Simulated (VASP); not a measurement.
Data:

```yaml
crystal:
  lattice:
    - [0.00000, 2.17758, 2.17758]
    - [2.17758, 0.00000, 2.17758]
    - [2.17758, 2.17758, 0.00000]
  atoms:
    - { symbol: Si, position: [0.00000, 0.00000, 0.00000] }
    - { symbol: C, position: [0.25000, 0.25000, 0.25000] }
```

All values below come from r2SCAN meta-GGA, VASP's PBE PAW potentials (set 64) (plane waves; VASP). Numerical set-up: 520 eV cut-off, 12×12×12 Γ-centred mesh, tetrahedra with Blöchl corrections, potentials Si C.

Estimate the energy per atom (σ→0), band gap (over mesh and band path) with the smallest direct gap where there is one.

The band gap (over mesh and band path) is 1.72 eV, the smallest direct gap (over mesh and band path) comes out as 5.06 eV and the energy per atom (σ→0) is -9.664 eV/atom.

Total energies compare only between runs with the same potentials, cut-off and functional.

The compound is SiC in the zinc blende structure. It was relaxed first.
